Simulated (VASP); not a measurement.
Method: SCAN meta-GGA, VASP's PBE PAW potentials (set 64) (plane waves; VASP).

VASP input:

POSCAR:
```
Li
1
   -1.7468082755     1.7468082755     1.7468082755
    1.7468082755    -1.7468082755     1.7468082755
    1.7468082755     1.7468082755    -1.7468082755
Li
1
Direct
  0.0000000000   0.0000000000   0.0000000000
```

KPOINTS:
```
Automatic
0
gamma
  15 15 15
0 0 0
```

**INCAR**
```
! general
SYSTEM =Li
PREC   =Accurate
ENCUT  =520   ! plane-wave cut-off (eV)
LREAL  =.False.   ! projection in real space or not
LASPH  =.True.   ! aspherical one-centre terms

! electronic loop
EDIFF  =1E-7   ! SCF stop (eV)
NELM   =100   ! most electronic steps
ALGO   =Normal
LMIXTAU=.True.

! smearing
ISMEAR =1   ! Methfessel-Paxton
SIGMA  =0.1   ! width (eV)

! functional
METAGGA=SCAN

! ions
ISIF   =2   ! forces and stress, cell fixed

! output
LWAVE  =.False.
LCHARG =.False.
```

POTCAR, in this order: Li_sv (PBE.64 set). Program: vasp_std.

The resulting files:

**OUTCAR**
```
 ion  position               nearest neighbor table
   1  0.000  0.000  0.000-
  LATTYP: Found a body centered cubic cell.
 ALAT       =     3.4936165510
 Subroutine PRICEL returns:
 Original cell was already a primitive cell.
 Subroutine GETGRP returns: Found 48 space group operations
The static configuration has the point symmetry O_h .
The dynamic configuration has the point symmetry O_h .
 Subroutine INISYM returns: Found 48 space group operations
 Subroutine IBZKPT returns following result:
 Found    120 irreducible k-points:

 Following reciprocal coordinates:
            Coordinates               Weight
  0.000000  0.000000  0.000000      1.000000
  0.066667  0.000000  0.000000     12.000000
  0.133333  0.000000  0.000000     12.000000
  0.200000  0.000000  0.000000     12.000000
  0.266667  0.000000  0.000000     12.000000
  0.333333  0.000000  0.000000     12.000000
  0.400000  0.000000  0.000000     12.000000
  0.466667  0.000000  0.000000     12.000000
  0.066667  0.066667  0.000000     24.000000
  0.133333  0.066667  0.000000     48.000000
  0.200000  0.066667 -0.000000     48.000000
  0.266667  0.066667  0.000000     48.000000
  0.333333  0.066667  0.000000     48.000000
  0.400000  0.066667  0.000000     48.000000
  0.466667  0.066667  0.000000     24.000000
  0.133333  0.133333  0.000000     24.000000
  0.200000  0.133333  0.000000     48.000000
  0.266667  0.133333  0.000000     48.000000
  0.333333  0.133333 -0.000000     48.000000
  0.400000  0.133333  0.000000     48.000000
  0.200000  0.200000  0.000000     24.000000
  0.266667  0.200000 -0.000000     48.000000
  0.333333  0.200000  0.000000     48.000000
  0.400000  0.200000  0.000000     24.000000
  0.266667  0.266667  0.000000     24.000000
...
```

### OSZICAR
```
...
DAV:   9    -0.239785662703E+01   -0.88628E-01   -0.38576E-02  1200   0.346E+00    0.308E-02
DAV:  10    -0.242987049098E+01   -0.32014E-01   -0.30632E-02  1200   0.290E+00    0.602E-02
DAV:  11    -0.237087107194E+01    0.58999E-01   -0.19398E-02  1200   0.205E+00    0.175E-02
DAV:  12    -0.237538097920E+01   -0.45099E-02   -0.37559E-03  1200   0.935E-01    0.105E-02
DAV:  13    -0.237555959854E+01   -0.17862E-03   -0.21556E-04  1790   0.136E-01    0.152E-02
DAV:  14    -0.237468418975E+01    0.87541E-03   -0.73363E-04  1200   0.418E-01    0.159E-02
DAV:  15    -0.237525738675E+01   -0.57320E-03   -0.27161E-04  1380   0.182E-01    0.135E-02
DAV:  16    -0.237604437351E+01   -0.78699E-03   -0.33475E-03  1200   0.566E-01    0.994E-03
DAV:  17    -0.237560039112E+01    0.44398E-03   -0.16896E-03  1490   0.413E-01    0.124E-02
DAV:  18    -0.237508388079E+01    0.51651E-03   -0.24224E-04  1200   0.263E-01    0.100E-02
DAV:  19    -0.237500594535E+01    0.77935E-04   -0.42104E-05  1350   0.615E-02    0.840E-03
DAV:  20    -0.237494434831E+01    0.61597E-04   -0.16414E-05  1200   0.476E-02    0.883E-03
DAV:  21    -0.237491959367E+01    0.24755E-04   -0.36836E-06  1345   0.182E-02    0.910E-03
DAV:  22    -0.237449120321E+01    0.42839E-03   -0.30917E-04  1200   0.220E-01    0.247E-02
DAV:  23    -0.237435351875E+01    0.13768E-03   -0.16645E-04  1510   0.889E-02    0.329E-02
DAV:  24    -0.237403533724E+01    0.31818E-03   -0.22362E-04  1300   0.144E-01    0.339E-02
DAV:  25    -0.237388281001E+01    0.15253E-03   -0.10446E-03  1700   0.209E-01    0.239E-02
DAV:  26    -0.237421875532E+01   -0.33595E-03   -0.59321E-04  1405   0.173E-01    0.207E-02
DAV:  27    -0.237456678990E+01   -0.34803E-03   -0.25935E-04  1355   0.122E-01    0.196E-02
DAV:  28    -0.237499890746E+01   -0.43212E-03   -0.20643E-04  1235   0.148E-01    0.213E-02
DAV:  29    -0.237484448318E+01    0.15442E-03   -0.91150E-05  1230   0.107E-01    0.216E-02
DAV:  30    -0.237481988457E+01    0.24599E-04   -0.25668E-04  1625   0.108E-01    0.176E-02
DAV:  31    -0.237506840544E+01   -0.24852E-03   -0.79412E-05  1280   0.753E-02    0.169E-02
DAV:  32    -0.237526338555E+01   -0.19498E-03   -0.15924E-05  1200   0.501E-02    0.172E-02
DAV:  33    -0.237531036764E+01   -0.46982E-04   -0.30429E-06  1310   0.182E-02    0.176E-02
DAV:  34    -0.237523853899E+01    0.71829E-04   -0.18897E-05  1275   0.450E-02    0.180E-02
DAV:  35    -0.237529119406E+01   -0.52655E-04   -0.23162E-05  1295   0.447E-02    0.183E-02
DAV:  36    -0.237546473250E+01   -0.17354E-03   -0.70292E-04  1340   0.221E-01    0.222E-02
DAV:  37    -0.237515658155E+01    0.30815E-03   -0.44526E-04  1485   0.156E-01    0.262E-02
DAV:  38    -0.237475457183E+01    0.40201E-03   -0.20903E-04  1220   0.136E-01    0.264E-02
DAV:  39    -0.237446037558E+01    0.29420E-03   -0.48537E-05  1210   0.786E-02    0.258E-02
DAV:  40    -0.237438430098E+01    0.76075E-04   -0.19863E-04  1435   0.129E-01    0.263E-02
DAV:  41    -0.237411132671E+01    0.27297E-03   -0.23763E-04  1350   0.130E-01    0.223E-02
DAV:  42    -0.237423311570E+01   -0.12179E-03   -0.35917E-05  1340   0.682E-02    0.186E-02
DAV:  43    -0.237433045407E+01   -0.97338E-04   -0.17685E-05  1200   0.511E-02    0.163E-02
DAV:  44    -0.237436827165E+01   -0.37818E-04   -0.13209E-05  1200   0.483E-02    0.143E-02
DAV:  45    -0.237436580335E+01    0.24683E-05   -0.49293E-05  1480   0.558E-02    0.110E-02
DAV:  46    -0.237440190347E+01   -0.36100E-04   -0.11298E-04  1590   0.688E-02    0.770E-03
DAV:  47    -0.237469195123E+01   -0.29005E-03   -0.98867E-05  1200   0.112E-01    0.798E-03
DAV:  48    -0.237471877580E+01   -0.26825E-04   -0.11803E-06  1520   0.131E-02    0.842E-03
DAV:  49    -0.237473198230E+01   -0.13207E-04   -0.22930E-07  1260   0.533E-03    0.841E-03
DAV:  50    -0.237464568955E+01    0.86293E-04   -0.66894E-05  1370   0.683E-02    0.707E-03
DAV:  51    -0.237485055397E+01   -0.20486E-03   -0.84744E-05  1210   0.105E-01    0.726E-03
DAV:  52    -0.237481677735E+01    0.33777E-04   -0.64170E-06  1720   0.172E-02    0.846E-03
DAV:  53    -0.237474435414E+01    0.72423E-04   -0.46453E-06  1200   0.239E-02    0.834E-03
DAV:  54    -0.237475218941E+01   -0.78353E-05   -0.73516E-07  1215   0.951E-03    0.790E-03
DAV:  55    -0.237481614173E+01   -0.63952E-04   -0.13075E-05  1230   0.352E-02    0.786E-03
DAV:  56    -0.237481681810E+01   -0.67637E-06   -0.87707E-06  1625   0.222E-02    0.847E-03
DAV:  57    -0.237473478615E+01    0.82032E-04   -0.70990E-06  1200   0.301E-02    0.821E-03
DAV:  58    -0.237472622266E+01    0.85635E-05   -0.83229E-07  1410   0.104E-02    0.785E-03
DAV:  59    -0.237472735412E+01   -0.11315E-05   -0.29752E-06  1425   0.172E-02    0.762E-03
DAV:  60    -0.237480084566E+01   -0.73492E-04   -0.17780E-05  1235   0.426E-02    0.800E-03
DAV:  61    -0.237463763024E+01    0.16322E-03   -0.17539E-04  1215   0.148E-01    0.880E-03
DAV:  62    -0.237477185721E+01   -0.13423E-03   -0.26024E-05  1215   0.485E-02    0.745E-03
DAV:  63    -0.237483873667E+01   -0.66879E-04   -0.29616E-05  1540   0.356E-02    0.588E-03
DAV:  64    -0.237501386333E+01   -0.17513E-03   -0.50645E-05  1200   0.766E-02    0.619E-03
DAV:  65    -0.237502413958E+01   -0.10276E-04   -0.18323E-06  1470   0.178E-02    0.681E-03
DAV:  66    -0.237494812924E+01    0.76010E-04   -0.10688E-04  1305   0.954E-02    0.544E-03
DAV:  67    -0.237511136347E+01   -0.16323E-03   -0.87737E-05  1355   0.702E-02    0.361E-03
DAV:  68    -0.237527656736E+01   -0.16520E-03   -0.89802E-05  1405   0.693E-02    0.294E-03
DAV:  69    -0.237551012846E+01   -0.23356E-03   -0.69156E-05  1200   0.913E-02    0.292E-03
DAV:  70    -0.237551095607E+01   -0.82761E-06   -0.53406E-05  1525   0.475E-02    0.293E-03
DAV:  71    -0.237567102395E+01   -0.16007E-03   -0.11285E-04  1310   0.101E-01    0.306E-03
DAV:  72    -0.237558044886E+01    0.90575E-04   -0.32428E-05  1255   0.692E-02    0.308E-03
DAV:  73    -0.237557713681E+01    0.33121E-05   -0.10227E-05  1725   0.230E-02    0.245E-03
DAV:  74    -0.237564373576E+01   -0.66599E-04   -0.88031E-06  1220   0.317E-02    0.251E-03
DAV:  75    -0.237564537774E+01   -0.16420E-05   -0.95593E-07  1630   0.101E-02    0.277E-03
DAV:  76    -0.237564606846E+01   -0.69072E-06   -0.44259E-07  1200   0.114E-02    0.258E-03
DAV:  77    -0.237564989920E+01   -0.38307E-05   -0.89857E-07  1340   0.767E-03    0.263E-03
DAV:  78    -0.237564872203E+01    0.11772E-05   -0.94333E-07  1200   0.169E-02    0.254E-03
DAV:  79    -0.237565297528E+01   -0.42532E-05   -0.16563E-06  1205   0.177E-02    0.248E-03
DAV:  80    -0.237567032340E+01   -0.17348E-04   -0.11478E-05  1570   0.306E-02    0.171E-03
DAV:  81    -0.237570996132E+01   -0.39638E-04   -0.47578E-06  1380   0.167E-02    0.117E-03
DAV:  82    -0.237574175696E+01   -0.31796E-04   -0.52266E-06  1460   0.161E-02    0.739E-04
DAV:  83    -0.237577115537E+01   -0.29398E-04   -0.13103E-06  1210   0.144E-02    0.689E-04
DAV:  84    -0.237578127703E+01   -0.10122E-04   -0.21211E-06  1535   0.909E-03    0.354E-04
DAV:  85    -0.237579887891E+01   -0.17602E-04   -0.46092E-07  1210   0.808E-03    0.299E-04
DAV:  86    -0.237580557586E+01   -0.66969E-05   -0.10276E-06  1635   0.606E-03    0.174E-04
DAV:  87    -0.237581646892E+01   -0.10893E-04   -0.27388E-07  1200   0.708E-03    0.528E-05
DAV:  88    -0.237581879664E+01   -0.23277E-05   -0.14658E-08   955   0.114E-03    0.557E-05
DAV:  89    -0.237582141396E+01   -0.26173E-05   -0.37069E-07  1610   0.490E-03    0.129E-04
DAV:  90    -0.237582674706E+01   -0.53331E-05   -0.17708E-07  1240   0.531E-03    0.605E-05
DAV:  91    -0.237582600782E+01    0.73924E-06   -0.90101E-09   645   0.878E-04    0.375E-05
DAV:  92    -0.237582544309E+01    0.56473E-06   -0.66397E-09   615   0.593E-04    0.159E-05
DAV:  93    -0.237582474201E+01    0.70108E-06   -0.43636E-09   605   0.549E-04    0.871E-06
DAV:  94    -0.237582426296E+01    0.47905E-06   -0.28143E-09   615   0.487E-04    0.935E-06
DAV:  95    -0.237582391736E+01    0.34560E-06   -0.12455E-09   605   0.335E-04    0.162E-05
DAV:  96    -0.237582370777E+01    0.20959E-06   -0.56319E-10   610   0.314E-04    0.216E-05
DAV:  97    -0.237582367762E+01    0.30152E-07   -0.10193E-09   615   0.378E-04
   1 F= -.23758237E+01 E0= -.23757931E+01  d E =-.918354E-04
```

OUTCAR:
```
------------------------ aborting loop because EDIFF is reached ----------------------------------------
  FORCE on cell =-STRESS in cart. coord.  units (eV):
  Direction    XX          YY          ZZ          XY          YZ          ZX
  --------------------------------------------------------------------------------------
  Total       -0.0746840     -0.0746840     -0.0746840      0.0000000      0.0000000     -0.0000000
  in kB       -5.6123172     -5.6123172     -5.6123172      0.0000000      0.0000000     -0.0000000
  external PRESSURE =      -5.6123172 kB  Pullay stress =       0.0000000 kB
  volume of cell :       21.32
      direct lattice vectors                 reciprocal lattice vectors
    -1.746808276  1.746808276  1.746808276     0.000000000  0.286236336  0.286236336
     1.746808276 -1.746808276  1.746808276     0.286236336  0.000000000  0.286236336
     1.746808276  1.746808276 -1.746808276     0.286236336  0.286236336  0.000000000
 POSITION                                       TOTAL-FORCE (eV/Angst)
 -----------------------------------------------------------------------------------
      0.00000      0.00000      0.00000        -0.000000      0.000000     -0.000000
 -----------------------------------------------------------------------------------
    total drift:                                0.000000      0.000000      0.000000
  FREE ENERGIE OF THE ION-ELECTRON SYSTEM (eV)
  ---------------------------------------------------
  free  energy   TOTEN  =        -2.3758236776 eV

  energy  without entropy=       -2.3757318422  energy(sigma->0) =       -2.37579307
```
(Selected blocks of OUTCAR.)

The compound is Li in the bcc structure. This cell is one point of a volume scan, at 1.06 of the reference volume.
